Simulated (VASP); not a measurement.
Set up this calculation in VASP 6.6.1, as the native input.

```
Task                   : relaxation of cell and atoms
Functional             : PBE
Potentials or basis    : VASP PAW PBE potentials, release 64 (Sb, Bi_d, S)
Cutoff                 : 520 eV
k mesh                 : 10 × 10 × 4
Occupations            : gaussian, width 0.1 eV
Spin                   : no spin polarisation
Further INCAR settings : ALGO = Normal; EDIFF = 1e-07; IBRION = 2; POTIM = 0.3; EDIFFG = -0.005; NSW = 60; ISIF = 3
```

The structure of BiSbS4 lies in POSCAR:

```
BiSbS4                                  
1.0
    3.8123602557     -0.0000000000      0.0000000000
   -1.9061801279      3.3016008323      0.0000000000
    0.0000000000     -0.0000000000     12.9944105044
  Sb              Bi              S             
     1     1     4
Direct
     0.0000000000000000    0.0000000000000000    0.0000000000000000
     0.0000000000000000    0.0000000000000000    0.5000000000000000
     0.3333333300000021    0.6666666699999979    0.8835917159460021
     0.3333333300000021    0.6666666699999979    0.3734185443064310
     0.6666666699999979    0.3333333300000021    0.6265814556935689
     0.6666666699999979    0.3333333300000021    0.1164082840539982
```

The cell was built by a generator and needn't be a form met in nature.

One way to write it, as run:

INCAR

```
ALGO = Normal ; EDIFF = 1E-7
EDIFFG = -0.005 ; ENCUT = 520
GGA = PE ; IBRION = 2
ISIF = 3 ; ISMEAR = 0
KPAR = 4 ; LASPH = T
LCHARG = F ; LREAL = F
LWAVE = F ; NELM = 120
NSW = 60 ; POTIM = 0.3
PREC = Accurate ; SIGMA = 0.1
```

KPOINTS

```
k-points
0
Gamma
  10 10 4
```

Potentials or basis: VASP PAW PBE potentials, release 64 (Sb, Bi_d, S).

Run with:

```sh
$ cat potpaw_PBE.64/Sb/POTCAR potpaw_PBE.64/Bi_d/POTCAR potpaw_PBE.64/S/POTCAR > POTCAR
$ mpirun -np 4 vasp_std > vasp.out
```

It gave:

The relaxed volume is 27.57 Å³/atom, the relaxed cell is a = 3.811 Å, b = 3.811 Å, c = 13.148 Å, α = 90.00°, β = 90.00°, γ = 120.00° and the space group after relaxing (to 0.05 Å) is P-3m1 (No. 164). The energy gained by relaxing is 0.1 meV/atom. The ionic steps are 17. The pressure after relaxing is 0.0 GPa. The band gap on the k mesh is none (metal or under the smearing width).

Caveat: spin-orbit coupling is left out, which moves the levels of the heavy elements; this functional lacks dispersion, which binds the layers, so the pressure and a relaxed spacing across them are unreliable.

Wall time 4.3 min on 4 MPI ranks on AMD EPYC 9R45 96-Core Processor (Zen 5), with other jobs on the host, peak memory 0.4 GiB a rank.
